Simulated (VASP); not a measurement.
An input for Ansatz (written as the equivalent of a VASP run, and not itself run):

Ansatz 0.2 input:
```yaml
crystal:
  lattice:
    - [1.5019200, -2.6014020, 0.0000000]
    - [1.5019200, 2.6014020, 0.0000000]
    - [0.0000000, 0.0000000, 5.6649600]
  atoms:
    - { symbol: Cd, position: [0.3333330, 0.6666670, 0.2500000] }
    - { symbol: Cd, position: [0.6666670, 0.3333330, 0.7500000] }
kpoints:
  mp_grid: { grid: [13, 13, 6] }
hamiltonian:
  xc: pbe
  pseudopotentials: { kind: paw }
magnetization: { noncollinear: true, spin_orbit: true }
scf:
  occupations: { method: gaussian, width: 0.1 }
  max_iter: 100
output: { forces: true, stress: true, eigenvalues: true }
```

Question: Write the VASP files for the same calculation (PBE+SOC).

Answer: One answer among several that fit: 
### KPOINTS
```
K-points
0
Gamma
13 13 6
```

### POSCAR
```
Cd
1
    1.5019200000    -2.6014020000     0.0000000000
    1.5019200000     2.6014020000     0.0000000000
    0.0000000000     0.0000000000     5.6649600000
Cd
2
Direct
  0.3333330000   0.6666670000   0.2500000000
  0.6666670000   0.3333330000   0.7500000000
```

**INCAR**
```
SYSTEM = Cd
PREC = Accurate; ENCUT = 300; LREAL = .False.
LASPH = .True.
EDIFF = 1E-6; NELM = 100; ALGO = Normal
LMAXMIX = 4
ISMEAR = 0; SIGMA = 0.1
GGA = PE; GGA_COMPAT = .False.
MAGMOM = 0.0 0.0 0.0 0.0 0.0 0.0
LSORBIT = .True.; LNONCOLLINEAR = .True.
ISIF = 2
LWAVE = .False.; LCHARG = .False.; LORBIT = 11
```

POTCAR, in this order: Cd (PBE.64 set). Program: vasp_ncl.

Limits of the translation: each code has its own PAW files, so the cut-off isn't converted (ENCUT is set for VASP's; basis.ecutwfc is left out, and Ansatz then takes the one that its files recommend); Ansatz stops its SCF on the density residual and VASP on the energy change (EDIFF).

The structure is a typed Cd crystal (P6_3/mmc). The cell was not relaxed at this level. The run is one of a series of settings (GGA_COMPAT = .FALSE., LNONCOLLINEAR = .TRUE., LSORBIT = .TRUE., MAGMOM = 0.0 0.0 0.0 0.0 0.0 0.0, program vasp_ncl against the base run), some of them coarse on purpose.
